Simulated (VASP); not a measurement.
# A VASP study of ScPbClO2 (BLYP + D4): structure first, properties next

Aim: relax ScPbClO2, then compute properties on the relaxed cell. The steps: rough relaxation of the start cell, full relaxation (BLYP + D4), single point with fields (BLYP + D4), band structure (BLYP + D4), density of states (BLYP + D4), optical spectrum (BLYP + D4) and bands along the symmetry lines (TB-mBJ). The cell is invented: it takes the structure of a Materials Project entry for BiPbO2F (space group 8 there), with some of its atoms replaced by other elements, volume scaled by an estimate. It may not be a known or stable phase.

Program: VASP 6.6.1. Level of theory: BLYP with D4; plane waves and PAW (Pb_d, Sc_sv, Cl, O). Results are calculated unless marked as measured.

## Step 1: Starting point

Before any relaxation, the start is as follows. The structure is monoclinic, space group Cm (No. 8). Conventional cell: a = 7.086 Å, b = 4.102 Å, c = 6.663 Å, α = 90.00°, β = 90.98°, γ = 90.00°. Nearest to Pb lie 4 O at 2.42 to 2.49 Å. Nearest to Sc lie 4 O at 2.27 to 2.44 Å and 3 Cl at 2.69 to 2.70 Å. Nearest to Cl lie 3 Sc at 2.69 to 2.70 Å. O has 1 Pb at 2.42 Å and 3 Sc at 2.43 to 2.44 Å nearest. O has 1 Sc at 2.27 Å and 3 Pb at 2.47 to 2.49 Å nearest. It derives from BiPbO2F. it takes the structure of a Materials Project entry for BiPbO2F (space group 8 there), with some of its atoms replaced by other elements, volume scaled by an estimate. Farther neighbours and most contacts between anions are not listed.

Coordinates:

```cif
data_structure
_symmetry_space_group_name_H-M 'Cm'
_symmetry_Int_Tables_number 8
_cell_length_a 7.0856
_cell_length_b 4.1018
_cell_length_c 6.6631
_cell_angle_alpha 90.000
_cell_angle_beta 90.978
_cell_angle_gamma 90.000
_cell_volume 193.63
loop_
_atom_site_label
_atom_site_type_symbol
_atom_site_symmetry_multiplicity
_atom_site_Wyckoff_symbol
_atom_site_fract_x
_atom_site_fract_y
_atom_site_fract_z
_atom_site_occupancy
Pb1 Pb 2 a 0.37806 0.00000 0.74499 1
Sc1 Sc 2 a 0.70179 0.00000 0.29196 1
Cl1 Cl 2 a 0.03334 0.00000 0.09852 1
O1 O 2 a 0.37059 0.00000 0.38147 1
O2 O 2 a 0.70794 0.00000 0.63236 1
```

## Step 2: Rough relaxation of the start cell

The start is only an estimate, so a cheap relaxation brings it near a minimum before any careful run. BLYP comes from molecular chemistry and underbinds dense solids. A dispersion term adds the long-range attraction that semilocal functionals lack. D4 lets the coefficients depend on atomic charges too.

File INCAR:

```
SYSTEM = ScPbClO2
PREC = Normal
ENCUT = 520
EDIFF = 1E-05
NELM = 60
ISMEAR = 0
SIGMA = 0.05
LREAL = .FALSE.
ALGO = Fast
GGA = B5
ALDAX = 1
AGGAX = 1
AGGAC = 1
ALDAC = 0
IVDW = 13
VDW_S6 = 1
VDW_S8 = 2.34076671
VDW_A1 = 0.44488865
VDW_A2 = 4.0933009
NBANDS = 28
LORBIT = 11
LWAVE = .FALSE.
LCHARG = .FALSE.
KPAR = 2
IBRION = 2
NSW = 40
ISIF = 3
EDIFFG = -0.04
```

File POSCAR:

```
ScPbClO2
1.0
    3.5428120000     -2.0508980000      0.0000000000
    3.5428120000      2.0508980000      0.0000000000
   -0.1137150000      0.0000000000      6.6621200000
Pb Sc Cl O
1 1 1 2
Direct
    0.3780590000      0.3780590000      0.7449910000
    0.7017880000      0.7017880000      0.2919570000
    0.0333440000      0.0333440000      0.0985210000
    0.3705930000      0.3705930000      0.3814710000
    0.7079390000      0.7079390000      0.6323600000
```

File KPOINTS:

```
Automatic mesh
0
Gamma
5 5 3
0 0 0
```

The projector-augmented-wave data sets are Pb_d, Sc_sv, Cl and O (PBE family, release 64).

The run is started by

```console
$ mpirun -np 2 vasp_std
```

Log:

```text
[banner, memory and clock lines left out]
running    2 mpi-ranks, on    1 nodes
 distrk:  each k-point on    1 cores,    2 groups
 distr:  one band on    1 cores,    1 groups

 POSCAR found type information on POSCAR PbScClO
 POSCAR found :  4 types and       5 ions
|                                                                             |
|               ----> ADVICE to this user running VASP <----                  |
|                                                                             |
|     You enforced a specific xc type in the INCAR file but a different       |
|     [... a line on the potential file left out ...]
|     I HOPE YOU KNOW WHAT YOU ARE DOING!                                     |
|                                                                             |

 LDA part: xc-table for (Slater(with rela. corr.)+VWN5), standard interpolation
 POSCAR, INCAR and KPOINTS ok, starting setup
 FFT: planning ... GRIDC
 FFT: planning ... GRID_SOFT
 FFT: planning ... GRID
 WAVECAR not read
 entering main loop
       N       E                     dE             d eps       ncg     rms          rms(c)
DAV:   1     0.613657300142E+03    0.61366E+03   -0.21183E+04  1344   0.169E+03
DAV:   2     0.709346803381E+02   -0.54272E+03   -0.53352E+03  1344   0.511E+02
DAV:   3    -0.327221658040E+02   -0.10366E+03   -0.99582E+02  2052   0.210E+02
DAV:   4    -0.386436855203E+02   -0.59215E+01   -0.59028E+01  2000   0.549E+01
DAV:   5    -0.387929513619E+02   -0.14927E+00   -0.14912E+00  2096   0.829E+00    0.162E+01
RMM:   6    -0.294281536438E+02    0.93648E+01   -0.36598E+01  1774   0.317E+01    0.690E+00
RMM:   7    -0.292157037924E+02    0.21245E+00   -0.41142E+00  1798   0.165E+01    0.344E+00
RMM:   8    -0.292781016681E+02   -0.62398E-01   -0.31446E+00  1784   0.952E+00    0.162E+00
RMM:   9    -0.292927394456E+02   -0.14638E-01   -0.73138E-01  1850   0.664E+00    0.592E-01
RMM:  10    -0.293510066905E+02   -0.58267E-01   -0.65151E-01  1952   0.350E+00    0.308E-01
RMM:  11    -0.293672455319E+02   -0.16239E-01   -0.20479E-01  1885   0.257E+00    0.188E-01
RMM:  12    -0.293873569480E+02   -0.20111E-01   -0.21096E-01  1919   0.146E+00    0.111E-01
RMM:  13    -0.293925900976E+02   -0.52331E-02   -0.67470E-02  1934   0.122E+00    0.734E-02
RMM:  14    -0.294004615677E+02   -0.78715E-02   -0.82569E-02  1782   0.797E-01    0.819E-02
RMM:  15    -0.294021118397E+02   -0.16503E-02   -0.23745E-02  1711   0.669E-01    0.349E-02
RMM:  16    -0.294046920133E+02   -0.25802E-02   -0.27515E-02  1707   0.441E-01    0.515E-02
RMM:  17    -0.294053072716E+02   -0.61526E-03   -0.84329E-03  1777   0.417E-01    0.165E-02
RMM:  18    -0.294067688115E+02   -0.14615E-02   -0.14693E-02  1465   0.277E-01    0.734E-02
RMM:  19    -0.294068759262E+02   -0.10711E-03   -0.30173E-03  1312   0.241E-01    0.409E-02
RMM:  20    -0.294073082149E+02   -0.43229E-03   -0.43666E-03  1225   0.145E-01    0.604E-02
RMM:  21    -0.294073714259E+02   -0.63211E-04   -0.12700E-03  1220   0.136E-01    0.506E-02
RMM:  22    -0.294075578735E+02   -0.18645E-03   -0.17304E-03  1169   0.971E-02    0.660E-02
RMM:  23    -0.294075040176E+02    0.53856E-04   -0.54404E-04  1318   0.106E-01    0.333E-02
RMM:  24    -0.294075502937E+02   -0.46276E-04   -0.63635E-04  1256   0.792E-02    0.264E-02
RMM:  25    -0.294075794422E+02   -0.29149E-04   -0.27847E-04  1144   0.571E-02    0.288E-02
RMM:  26    -0.294075974391E+02   -0.17997E-04   -0.25617E-04  1083   0.446E-02    0.269E-02
RMM:  27    -0.294076070011E+02   -0.95621E-05   -0.13348E-04  1025   0.399E-02    0.262E-02
RMM:  28    -0.294076095862E+02   -0.25851E-05   -0.10981E-04   990   0.326E-02    0.219E-02
RMM:  29    -0.294076099452E+02   -0.35901E-06   -0.64941E-05   984   0.306E-02
   1 F= -.31692224E+02 E0= -.31692224E+02  d E =-.316922E+02
 curvature:   0.00 expect dE= 0.000E+00 dE for cont linesearch  0.000E+00
 trial: gam= 0.00000 g(F)=  0.996E+00 g(S)=  0.311E+00 ort = 0.000E+00 (trialstep = 0.100E+01)
 search vector abs. value=  0.131E+01
 bond charge predicted
       N       E                     dE             d eps       ncg     rms          rms(c)
DAV:   1    -0.306866395795E+02   -0.12790E+01   -0.25595E+02  1992   0.255E+02    0.133E+01
RMM:   2    -0.301991445095E+02    0.48750E+00   -0.26665E+01  1721   0.419E+01    0.489E+00
RMM:   3    -0.301598659619E+02    0.39279E-01   -0.60602E+00  1819   0.240E+01    0.168E+00
RMM:   4    -0.302350836000E+02   -0.75218E-01   -0.12253E+00  1970   0.945E+00    0.163E+00
RMM:   5    -0.302392327265E+02   -0.41491E-02   -0.25543E-01  1998   0.479E+00    0.681E-01
RMM:   6    -0.302479294450E+02   -0.86967E-02   -0.11664E-01  2053   0.224E+00    0.234E-01
RMM:   7    -0.302505147554E+02   -0.25853E-02   -0.37286E-02  2041   0.134E+00    0.159E-01
RMM:   8    -0.302526502746E+02   -0.21355E-02   -0.25185E-02  2049   0.786E-01    0.846E-02
RMM:   9    -0.302534303610E+02   -0.78009E-03   -0.10072E-02  1956   0.563E-01    0.332E-02
RMM:  10    -0.302540592867E+02   -0.62893E-03   -0.73261E-03  1864   0.352E-01    0.362E-02
RMM:  11    -0.302543172114E+02   -0.25792E-03   -0.31820E-03  1714   0.282E-01    0.985E-03
RMM:  12    -0.302545419834E+02   -0.22477E-03   -0.24787E-03  1401   0.177E-01    0.142E-02
RMM:  13    -0.302546398783E+02   -0.97895E-04   -0.12029E-03  1295   0.144E-01    0.101E-02
RMM:  14    -0.302547176251E+02   -0.77747E-04   -0.86336E-04  1231   0.103E-01    0.132E-02
RMM:  15    -0.302547654404E+02   -0.47815E-04   -0.52156E-04  1199   0.832E-02    0.186E-02
RMM:  16    -0.302547880629E+02   -0.22622E-04   -0.31356E-04  1174   0.650E-02    0.121E-02
RMM:  17    -0.302548028310E+02   -0.14768E-04   -0.19480E-04  1164   0.571E-02    0.615E-03
RMM:  18    -0.302548145118E+02   -0.11681E-04   -0.13232E-04  1122   0.470E-02    0.429E-03
RMM:  19    -0.302548223056E+02   -0.77939E-05   -0.87608E-05  1071   0.363E-02
   2 F= -.32680477E+02 E0= -.32680477E+02  d E =-.988253E+00
[... from here on, the cycles between the ionic steps are left out ...]
   3 F= -.32704412E+02 E0= -.32704412E+02  d E =-.101219E+01
   4 F= -.32884893E+02 E0= -.32884893E+02  d E =-.180481E+00
   5 F= -.32982672E+02 E0= -.32982672E+02  d E =-.278261E+00
   6 F= -.33089008E+02 E0= -.33089008E+02  d E =-.106335E+00
   7 F= -.33091849E+02 E0= -.33091849E+02  d E =-.109176E+00
   8 F= -.33115706E+02 E0= -.33115706E+02  d E =-.238571E-01
   9 F= -.33124205E+02 E0= -.33124205E+02  d E =-.323564E-01
  10 F= -.33130255E+02 E0= -.33130255E+02  d E =-.604980E-02
  11 F= -.33130947E+02 E0= -.33130947E+02  d E =-.674127E-02
  12 F= -.33133019E+02 E0= -.33133019E+02  d E =-.207250E-02
 trial-energy change:   -0.002073  1 .order   -0.001958   -0.002958   -0.000958
 step:   1.8123(harm=  2.0170)  dis= 0.01123  next Energy=   -33.133181 (dE=-0.223E-02)
 bond charge predicted
       N       E                     dE             d eps       ncg     rms          rms(c)
DAV:   1    -0.306566897148E+02   -0.37144E-03   -0.11602E-01  1620   0.250E+00    0.969E-02
RMM:   2    -0.306569715589E+02   -0.28184E-03   -0.39025E-03  1629   0.552E-01    0.334E-02
RMM:   3    -0.306569865740E+02   -0.15015E-04   -0.61284E-04  1813   0.240E-01    0.222E-02
RMM:   4    -0.306569866816E+02   -0.10759E-06   -0.16965E-04  1543   0.123E-01    0.127E-02
RMM:   5    -0.306569884810E+02   -0.17994E-05   -0.65976E-05  1155   0.675E-02
  13 F= -.33133275E+02 E0= -.33133275E+02  d E =-.232867E-02
 curvature:  -1.11 expect dE=-0.155E-03 dE for cont linesearch -0.326E-04
 trial: gam=-0.01941 g(F)=  0.106E-03 g(S)=  0.344E-04 ort = 0.279E-03 (trialstep = 0.145E+01)
 search vector abs. value=  0.130E-03
 reached required accuracy - stopping structural energy minimisation
```

Wall time 2.4 min (2 MPI ranks of Intel Xeon 6975P-C (Granite Rapids), shared host); peak memory 0.41 GiB.

Lines that name or quote the potential files are left out of all logs, and their timing lines are given in words.

Parts of OUTCAR (step 2):

```text
ion  position               nearest neighbor table
   1  0.378  0.378  0.745-   4 2.42   5 2.47   5 2.49   5 2.49   3 3.30   3 3.30
   2  0.702  0.702  0.292-   5 2.27   4 2.43   4 2.44   4 2.44   3 2.69   3 2.69   3 2.70
   3  0.033  0.033  0.099-   2 2.69   2 2.69   2 2.70   1 3.30   1 3.30
   4  0.371  0.371  0.381-   1 2.42   2 2.43   2 2.44   2 2.44
   5  0.708  0.708  0.632-   2 2.27   1 2.47   1 2.49   1 2.49

  LATTYP: Found a base centered monoclinic cell.
 ALAT       =     7.0856240000
 B/A-ratio  =     0.5788898762
 C/A-ratio  =     0.9403674855
 COS(beta)  =    -0.0170664050

 Subroutine GETGRP returns: Found  2 space group operations
 (whereof  2 operations were pure point group operations)

The static configuration has the point symmetry C_1h.

 Found     24 irreducible k-points:

   k-points           NKPTS =     24   k-points in BZ     NKDIM =     24   number of bands    NBANDS=     28

   dimension x,y,z NGX =    24 NGY =   24 NGZ =   40
   dimension x,y,z NGXF=    48 NGYF=   48 NGZF=   80

   ENCUT  =  520.0 eV  38.22 Ry    6.18 a.u.   7.61  7.61 12.39*2*pi/ulx,y,z

   NELECT =      44.0000    total number of electrons

 k-points in reciprocal lattice and weights: Automatic mesh
   0.00000000  0.00000000  0.00000000       0.013
   0.20000000 -0.00000000  0.00000000       0.053
   0.40000000  0.00000000 -0.00000000       0.053
   0.20000000  0.20000000  0.00000000       0.027
   0.40000000  0.20000000  0.00000000       0.053
  -0.40000000  0.20000000  0.00000000       0.053
  -0.20000000  0.20000000  0.00000000       0.027
   0.40000000  0.40000000 -0.00000000       0.027
  -0.40000000  0.40000000  0.00000000       0.027
[...]
-0.20000000 -0.40000000  0.33333333       0.053
  -0.20000000 -0.20000000  0.33333333       0.027

 average (electrostatic) potential at core
       1 -92.3474       2 -45.8734       3 -90.0125       4 -69.4115       5 -70.0616

 E-fermi :   4.4161

 k-point     1 :       0.0000    0.0000    0.0000
  band No.  band energies     occupation
    ...
     18       2.2230      2.00000
     19       2.2312      2.00000
     20       2.9211      2.00000
     21       2.9330      2.00000
     22       3.5362      2.00000
     23       7.8834      0.00000
     24       8.1748      0.00000
     25       8.1955      0.00000
     26       8.8737      0.00000
     27      10.4152      0.00000
    ...

 k-point     2 :       0.2000   -0.0000    0.0000
  band No.  band energies     occupation
    ...
     18       1.9578      2.00000
     19       2.1335      2.00000
     20       2.7536      2.00000
     21       3.3701      2.00000
     22       3.6038      2.00000
     23       8.0901      0.00000
     24       8.2610      0.00000
     25       8.5925      0.00000
     26       8.9895      0.00000
     27       9.4851      0.00000
    ...

 k-point     3 :       0.4000    0.0000   -0.0000
  band No.  band energies     occupation
    ...
     18       2.1685      2.00000
     19       2.2174      2.00000
     20       2.6321      2.00000
     21       3.1374      2.00000
     22       3.5566      2.00000
     23       7.2358      0.00000
     24       8.2073      0.00000
     25       8.3394      0.00000
     26       8.8673      0.00000
     27       9.2709      0.00000
    ...

  DFT-D4 for vdW energy calculation

  Edisp (eV):   -2.47629

  Total       0.02775    -0.02587     0.04457     0.00000     0.00000    -0.00832
  in kB       0.50995    -0.47537     0.81906     0.00000     0.00000    -0.15297
  external pressure =        0.28 kB  Pullay stress =        0.00 kB

  energy-cutoff  :      520.00
  volume of cell :       87.18
      direct lattice vectors                 reciprocal lattice vectors
     3.161125445 -1.837699060  0.020892638     0.158162195 -0.272079369  0.001410040
     3.161125445  1.837699060  0.020892638     0.158162195  0.272079369  0.001410040
    -0.066890413  0.000000000  7.503003639    -0.000880827  0.000000000  0.133272104

 POSITION                                       TOTAL-FORCE (eV/Angst)
 -----------------------------------------------------------------------------------
      2.31106      0.00000      5.58500        -0.005733      0.000000      0.002937
      4.43155      0.00000      2.55698        -0.000959      0.000000     -0.007441
      0.22010      0.00000      0.62859         0.006983      0.000000      0.002033
      2.31935      0.00000      2.82596         0.015189      0.000000     -0.026758
      4.43080      0.00000      4.62126        -0.015480      0.000000      0.029229
 -----------------------------------------------------------------------------------
    total drift:                                0.001878     -0.000000     -0.028987

  FREE ENERGIE OF THE ION-ELECTRON SYSTEM (eV)
  ---------------------------------------------------
  free  energy   TOTEN  =       -33.1332752215 eV

  energy  without entropy=      -33.1332752215  energy(sigma->0) =      -33.13327522

 reached required accuracy - stopping structural energy minimisation

 total charge
# of ion       s       p       d       tot
------------------------------------------
    1        1.474   0.517   9.873  11.864
    2        2.184   6.172   0.992   9.348
    3        1.614   3.566   0.000   5.180
    4        1.555   3.469   0.000   5.023
    5        1.575   3.439   0.000   5.014
--------------------------------------------------
tot          8.402  17.162  10.864  36.429

[... 3 further parts left out ...]
```

CONTCAR:

```
ScPbClO2
   1.00000000000000
     3.1611254454470394   -1.8376990599223704    0.0208926381390570
     3.1611254454470394    1.8376990599223704    0.0208926381390570
    -0.0668904131868270    0.0000000000000000    7.5030036386944605
  Pb              Sc              Cl              O
     1     1     1     2
Direct
     0.3733973900457296    0.3733973900457296    0.7422892506463503
     0.7045092202281372    0.7045092202281372    0.3368700742912146
     0.0356981716235424    0.0356981716235424    0.0835798142576135
     0.3708177631250797    0.3708177631250797    0.3745789757922832
     0.7073004549775144    0.7073004549775144    0.6119818850125278
```

The gap is read on the k-mesh alone, so it is an upper bound where the band edges lie off the mesh. This relaxation is a rough one on cheap settings, only to bring the start near its minimum. The PAW data sets were made with PBE, which is usual practice but a small mismatch for other functionals. After so large a change of volume the plane waves of the start cell no longer fit, so the final stress carries a basis-set error. The run keeps the 2 symmetry operations of its start, so it cannot find a distortion of lower symmetry.

The steps of the relaxation:

```tsv
step	energy less that of the first step (eV)	largest force (eV/Å)	pressure (GPa)	volume (Å³)
1	0.0000	3.9196	-5.15	96.81
2	-0.9883	1.0408	-0.72	88.34
3	-1.0122	0.7230	1.19	87.19
4	-1.1927	0.4907	0.71	87.58
5	-1.2904	0.9965	0.99	87.86
6	-1.3968	0.5222	-2.04	89.95
7	-1.3996	0.4406	-2.43	90.24
8	-1.4235	0.4613	1.24	86.47
9	-1.4320	0.2499	-0.05	87.71
10	-1.4380	0.1456	0.04	87.24
11	-1.4387	0.1518	0.11	87.06
12	-1.4408	0.0554	0.05	87.15
13	-1.4411	0.0331	0.03	87.18
```

```tsv
cell as run	before	after	change
a (Å)	4.094	3.657	-10.7 %
b (Å)	4.094	3.657	-10.7 %
c (Å)	6.663	7.503	+12.6 %
α (°)	90.85	90.11	-0.8 %
β (°)	90.85	90.11	-0.8 %
γ (°)	60.13	60.34	+0.3 %
volume (Å³/atom)	19.36	17.44	-10.0 %
```

The atoms that moved most (Å, as changes of fractional coordinates times the final cell):

```tsv
atom	dx	dy	dz	length
Sc2	0.014	0.000	0.337	0.337
O5	-0.003	0.000	-0.153	0.153
Cl3	0.016	0.000	-0.112	0.113
O4	0.002	0.000	-0.052	0.052
Pb1	-0.029	0.000	-0.020	0.036
```

Final coordinates:

```
Pb Sc Cl O
1.0
     3.16113   -1.83770    0.02089
     3.16113    1.83770    0.02089
    -0.06689    0.00000    7.50300
Pb Sc Cl O
1 1 1 2
Cartesian
  2.3111 0.0000 5.5850
  4.4316 0.0000 2.5570
  0.2201 0.0000 0.6286
  2.3193 0.0000 2.8260
  4.4308 0.0000 4.6213
```

A gap read on the k-mesh alone can miss the band edges.

Numbers from this step:

```
electrons                       : 44
bands                           : 28
irreducible k-points            : 24
symmetry operations             : 2
free energy (TOTEN)             : -33.13 eV
Fermi energy                    : 4.416 eV
pressure                        : 0.02845 GPa
metallic                        : no
valence top at k                : 0, 0, 0.3333
conduction bottom at k          : 0.4, 0.4, 0.3333
least direct gap at k           : -0.4, 0.2, 0.3333
SCF cycles over all ionic steps : 184
gap on the k-mesh               : 3.085 eV
least direct gap on the k-mesh  : 3.227 eV
```

It ends with a largest force of 0.033 eV/Å and a pressure of 0.03 GPa.

(Part 1 of 4 ends here.)

[Lines on the potential files, build, host, timing and source positions are cut from VASP's logs without a mark.]

[Logs are printed without paths, hosts, clocks, repeated set-up lines and the standing remarks that a program may print on its own settings, such as how far it seeks lower states.]

[Hosts, paths, dates, database ids (printed as entryN), source tags and the programs' standing remarks are cut or masked in the printed files.]

[A measured line is paired with the nearest computed mode of its activity, which favours agreement.]
